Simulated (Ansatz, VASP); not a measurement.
**TaRu in two plane-wave programs**

Wanted: the spread between two codes on one cell, functional and k mesh. The cell is taken from a series of runs on this material, whose earlier steps may have relaxed, scaled, displaced or heated it; both programs get it as it stands.

Calculated with Ansatz 0.2.0; plane waves, with VASP 6.6.1 beside it; relaxation of cell and atoms at PBEsol and zone-centre phonons at PBEsol.

## Step 1: Starting point

The structure is orthorhombic, space group Amm2 (No. 38). The conventional cell has a = 3.020 Å, b = 6.137 Å, c = 13.378 Å, α = 90.00°, β = 90.00°, γ = 90.00°. Nearest to Ta lie 8 Ru at 2.61 to 2.79 Å. Ta has 8 Ru at 2.71 to 2.81 Å and 3 Ta at 2.88 to 3.02 Å nearest. Nearest to Ru lie 8 Ta at 2.61 to 2.81 Å. Ru has 8 Ta at 2.71 to 2.79 Å and 2 Ru at 3.02 Å nearest. Nearest to Ru lie 8 Ta at 2.76 Å and 4 Ru at 3.02 to 3.07 Å. Nearest to Ru lie 8 Ta at 2.63 to 2.77 Å and 4 Ru at 3.02 to 3.07 Å. Farther neighbours are not listed.

## Step 2: Ansatz: relaxation of cell and atoms, PBEsol

Ansatz runs on its PAW soft_1 files.

The relaxed volume is the usual yardstick between codes: in a stiff, nearly cubic crystal its relative difference is about their pressure difference at one cell divided by the bulk modulus.

File input.yaml:

```yaml
crystal:
  lattice:
    - [3.0682683753, -6.6891944529, 0.0]
    - [3.0682683753, 6.6891944529, 0.0]
    - [0.0, 0.0, 3.0202337854]
  atoms:
    - { symbol: Ta, position: [0.6218930793, 0.8723824146, 0.5] }
    - { symbol: Ta, position: [0.1276175854, 0.3781069207, 0.5] }
    - { symbol: Ta, position: [0.860009779, 0.6094596743, 0.5] }
    - { symbol: Ta, position: [0.3905403257, 0.139990221, 0.5] }
    - { symbol: Ru, position: [0.7660328703, 0.2339671297, 0.0] }
    - { symbol: Ru, position: [0.2411021111, 0.7588978889, 0.0] }
    - { symbol: Ru, position: [0.0032208601, -0.0032208601, 0.0] }
    - { symbol: Ru, position: [0.4895353618, 0.5104646382, 0.0] }
kpoints:
  mp_grid: { grid: [6, 6, 12] }
hamiltonian:
  xc: pbesol
  pseudopotentials: { kind: paw, azcp: { folder: soft_1 }, xc_functional: pbe }
scf:
  occupations: { method: methfessel_paxton, width: 0.2 }
output:
  forces: true
  stress: true
  eigenvalues: true
relax:
  adjacent_minimum: "off"
  f_tol: 0.002
  max_steps: 120
  cell: { stress_tol: 0.03 }
```

Started as:

```sh
ansatz run input.yaml --threads 4 --pin off --max-ram 10240MiB --backend cpu --events-out ev --progress --plain --runs-dir out
```

Numbers of over 12 decimals in the logs are rounded to 6 here.

What it wrote:

```text
Engine: ansatz 0.2.0, x86_64-unknown-linux-gnu
Pseudopotentials: kind: paw
Pseudopotential: Ta, paw, valence charge 13, recommended cutoff 420 eV (normal), soft_1/Ta.paw.azcp
Pseudopotential: Ru, paw, valence charge 16, recommended cutoff 420 eV (normal), soft_1/Ru.paw.azcp
Functional definition: PBEsol
  exchange = pbesol_x
  correlation = pbesol_c
Crystal: 8 atoms, lattice volume = 123.976 Å³
Basis set: ecut = 420 eV, 2423 PW (Γ), exchange–correlation on 100×100×48 points (8 copies of the dense FFT grid, shifted against one another)
Bands: 70, of which v1, the nominal top of the filled ones, is band 58 counted from 1 (57 counted from 0)
Symmetry: 4 space group operations
Space group: Amm2 (ITA 38), of the structure as read, at distance tolerance 5.0e-5 Å
k-points: 91 of 432 (time reversal used)
Non-local potential: Ta, projectors of the file, l = 0: 3, l = 1: 2, l = 2: 2, l = 3: 1
Non-local potential: Ru, projectors of the file, l = 0: 3, l = 1: 2, l = 2: 2, l = 3: 1
PAW form: soft (Blöchl's): semilocal exchange-correlation on the pseudo side does not see the compensation charge
PAW frozen core: Ta, regenerated for the run's functional, and the local potential with it (the file was generated under x = pbe(κ = 0.804, μ = 0.219515), c = pbe(β = 0.066725))
PAW frozen core: Ru, regenerated for the run's functional, and the local potential with it (the file was generated under x = pbe(κ = 0.804, μ = 0.219515), c = pbe(β = 0.066725))
PAW one-centre angular grid: Ta, 590 points (default); XC on 64 Gauss nodes
PAW one-centre angular grid: Ru, 590 points (default); XC on 64 Gauss nodes
Initial density: superposition of atomic densities (chi_scale 0.1, normalization cell, long waves kept (reshape's long-wave potential 0.01 eV rms))
Initial wavefunctions: pseudopotential atomic-orbital guess
Functional: x = pbesol(κ = 0.804, μ = 0.123457), c = pbesol(β = 0.046)
SCF iter   1: F=—  HF=-62514.735417 eV  |F-HF|=—  |Δ(HF+E_count)|=         —  Δρ=2.45e-1  dr2=1.25e2  ethr=3.10e-3  ⟨swp⟩=4.6  Hψ=19538  notcnv=0
preconditioner: auto → Kerker (q_TF=auto, 2.698 Å⁻¹)  [metal: Δε(μ)=0.003 eV  Ē_g=5.031 eV  σ=0.200 eV  W_gap=0.01  n_scr=36 (ndim 8)  ℏωp=24.0 eV  f_vac=0.000  D(μ)=6.89/eV (n_scr^D=70)]
SCF iter   2: F=—  HF=-62501.079611 eV  |F-HF|=—  |Δ(HF+E_count)|=    1.37e1  S|Δr|=    0.00e0  Δρ=1.06e-1  dr2=2.35e1  ethr=3.10e-3  ⟨swp⟩=2.7  Hψ=14109  notcnv=0  defer=169
SCF iter   3: F=—  HF=-62498.259466 eV  |F-HF|=—  |Δ(HF+E_count)|=    2.82e0  S|Δr|=    0.00e0  Δρ=1.52e-2  dr2=1.80e-1  ethr=3.10e-3  ⟨swp⟩=2.9  Hψ=10431  notcnv=0  defer=176
SCF iter   4: F=—  HF=-62498.241171 eV  |F-HF|=—  |Δ(HF+E_count)|=   1.83e-2  S|Δr|=    0.00e0  Δρ=4.51e-3  dr2=4.02e-2  ethr=1.55e-4  ⟨swp⟩=2.2  Hψ=12131  notcnv=0  defer=147
SCF iter   5: F=—  HF=-62498.236904 eV  |F-HF|=—  |Δ(HF+E_count)|=   4.27e-3  S|Δr|=    0.00e0  Δρ=1.29e-3  dr2=3.53e-3  ethr=3.46e-5  ⟨swp⟩=1.5  Hψ=6315  notcnv=0  defer=147
SCF iter   6: F=—  HF=-62498.236489 eV  |F-HF|=—  |Δ(HF+E_count)|=   4.15e-4  S|Δr|=    0.00e0  Δρ=1.94e-4  dr2=1.16e-4  ethr=3.04e-6  ⟨swp⟩=2.0  Hψ=7329  notcnv=0  defer=147
SCF iter   7: F=—  HF=-62498.236473 eV  |F-HF|=—  |Δ(HF+E_count)|=   1.58e-5  S|Δr|=    0.00e0  Δρ=4.11e-5  dr2=5.54e-6  ethr=1.00e-7  ⟨swp⟩=2.0  Hψ=8447  notcnv=0  defer=147
SCF iter   8: F=—  HF=-62498.236467 eV  |F-HF|=—  |Δ(HF+E_count)|=   5.63e-6  S|Δr|=    0.00e0  Δρ=1.23e-5  dr2=4.80e-7  ethr=4.78e-9  ⟨swp⟩=2.0  Hψ=8616  notcnv=0  defer=147
SCF iter   9: F=-62498.236467 eV  HF=-62498.236467 eV  |F-HF|=2.44e-8  |Δ(HF+E_count)|=   5.10e-8  S|Δr|=    0.00e0  Δρ=3.07e-6  dr2=2.80e-8  ethr=8.62e-11  ⟨swp⟩=10.4  Hψ=23780  notcnv=0
SCF 1 converged in 9 iterations: F = -62498.236467 eV  dr2 = 2.80e-8
  greatest PAW one-centre occupation: 1.000 electrons in one spin orbital (limit 2), on the Ru atom at site 7 (counted from 0), in its partial waves of l = 0
relax step   1: F+E_penalty+E_count = -62498.23646726 eV  Δ(F+E_penalty+E_count) = +0.000e0 eV  max|allowed force component| = 2.603e-1 eV/Å  Δτ_max = 0.0000 Å  P = +0.309 GPa  Ω = 123.976 Å³  (9 SCF iters, dr2 threshold 1.00e-7 eV, accepted)
[...]
relax step   8: F+E_penalty+E_count = -62498.25564908 eV  Δ(F+E_penalty+E_count) = -4.324e-5 eV  max|allowed force component| = 1.727e-3 eV/Å  Δτ_max = 0.0027 Å  P = -0.003 GPa  Ω = 124.066 Å³  energy of the carried Pulay correction = -7.189e-5 eV  (6 SCF iters, dr2 threshold 1.57e-8 eV, accepted)
[...]
relax step   9: F+E_penalty+E_count = -62498.25578209 eV  Δ(F+E_penalty+E_count) = -1.330e-4 eV  max|allowed force component| = 1.802e-3 eV/Å  Δτ_max = 0.0000 Å  P = -0.004 GPa  Ω = 124.066 Å³  stress off target by 1.60e-2 GPa  SCF on the basis re-selected at this cell (its energy is not comparable with the rows above)  (5 SCF iters)
basis re-selected at this cell: Δ(F+E_penalty+E_count) = -1.330e-4 eV, ΔP = -0.001 GPa vs the last step (what re-selecting the basis moved, of the pressure what is left beyond the Pulay correction that the steps carried, after the strain that the cell walked since its last selection, with what the two solves' SCF thresholds leave and, on support functions, any second-order correction that the steps lacked; it is no m [...]
SCF converged after 5 iterations
Stability not checked: this state was not tested for a lower state beside it, because cold or Methfessel-Paxton smearing, or corrected tetrahedra, fill the levels in a way that the test cannot read (fill_not_monotonic; see scf.lower_state_search)
Free energy (F): -62498.255782 eV
Harris-Foulkes:  -62498.255782 eV  (|F-HF|=0.00e0)
Internal energy: -62498.269355 eV  (E = F + TS)
E sigma→0 (E₀):  -62498.259175 eV
Entropy (-TS):   0.013573 eV (1.697 meV/atom)
Fermi energy:    21.563326 eV
--- Per-component energies (eV) ---
  E_band       = -671.944769
  E_kinetic    = 3414.639490
  E_local      = -7677.341651  (includes V_loc(G=0)·N_el)
  E_nonlocal   = 1628.883398
  E_hartree    = 2663.496091
  E_xc         = -1953.446269
  E_vxc        = -1794.283935  (∫ρ·V_xc dr)
  E_paw        = -46488.012048  (= ΣΔE_a)
  E_vpaw       = -1570.837226  (= ΣTr[D̂ρ^β])
  E_aug_tail   = 0.002950  (compensation charges beyond the density's cutoff)
  E_ewald      = -14088.359352
  E_core_change = 1.868038  (= ΣΔE_core)
  E_smearing   = 0.013573  (= −TS)
  E_closure    = 0.000000  (closes the sum)
  Σ components = -62498.255782   (vs F -62498.255782, Δ=0.00e0)
--- Forces (eV/Å), atoms counted from 1 ---
  atom   1  Ta     0.00002578    -0.00008429    -0.00000000
  atom   2  Ta    -0.00002578    -0.00008429     0.00000000
  atom   3  Ta    -0.00072905     0.00004033     0.00000000
  atom   4  Ta     0.00072905     0.00004033    -0.00000000
  atom   5  Ru     0.00000000     0.00016470     0.00000000
  atom   6  Ru    -0.00000000    -0.00180235    -0.00000000
  atom   7  Ru     0.00000000     0.00176480     0.00000000
  atom   8  Ru    -0.00000000    -0.00003912    -0.00000000
  max |Σ_I F_I| component: 1.24e-7 eV/Å
--- Stress (GPa, compression-positive) ---
        0.008096       0.000000       0.000000
        0.000000      -0.015986      -0.000000
        0.000000      -0.000000      -0.003941
  P = ⅓ Tr σ = -0.0039 GPa (-0.039 kbar)
--- Band table (eV; the first three rows and the last of 91) ---
  k-point 0: bands = [... 54 lower, 19.8156, 20.3330, 20.5855, 21.0696, 21.3093, 21.5406, 21.5682, 22.0820, ... 8 higher]
  k-point 1: bands = [... 54 lower, 20.1170, 20.1354, 20.2276, 21.0563, 21.4782, 21.6926, 21.7242, 21.8814, ... 8 higher]
  k-point 2: bands = [... 54 lower, 19.7735, 19.9615, 20.8762, 21.0235, 21.8500, 21.9743, 22.0333, 22.0373, ... 8 higher]
  k-point 90: bands = [... 54 lower, 20.8325, 21.3543, 21.3852, 21.6605, 21.6808, 21.8944, 22.1060, 22.6834, ... 8 higher]
--- Relaxed structure (8 steps of the walk, 7 accepted, 1 SCFs on fresh bases) ---
  F+E_penalty+E_count = -62498.25578209 eV   max|allowed force component| = 1.802e-3 eV/Å   (the final SCF, on the basis selected at the relaxed cell)
  cell:  # Å, volume = 124.0656 Å³
    - [3.089428, -6.631250, 0.0]
    - [3.089428, 6.631250, 0.0]
    - [0.0, 0.0, 3.027946]
  atoms:
    - { symbol: Ta, position: [0.624992, 0.875005, 0.5] }
    - { symbol: Ta, position: [0.124995, 0.375008, 0.5] }
    - { symbol: Ta, position: [0.857981, 0.607993, 0.5] }
    - { symbol: Ta, position: [0.392007, 0.142019, 0.5] }
    - { symbol: Ru, position: [0.763910, 0.236090, 0.0] }
    - { symbol: Ru, position: [0.244743, 0.755257, 0.0] }
    - { symbol: Ru, position: [0.00524335, -0.00524335, 0.0] }
    - { symbol: Ru, position: [0.486080, 0.513920, 0.0] }
```

The column dr2 measures how far the density is from self-consistency, as an energy; F and HF (Harris–Foulkes) agree once it is small.

(Part 1 of 2 ends here.)

[Lines on the potential files, build, host, timing and source positions are cut from VASP's logs without a mark.]

[Logs are printed without paths, hosts, clocks, repeated set-up lines and the standing remarks that a program may print on its own settings, such as how far it seeks lower states.]

[Hosts, paths, dates, database ids (printed as entryN), source tags and the programs' standing remarks are cut or masked in the printed files.]
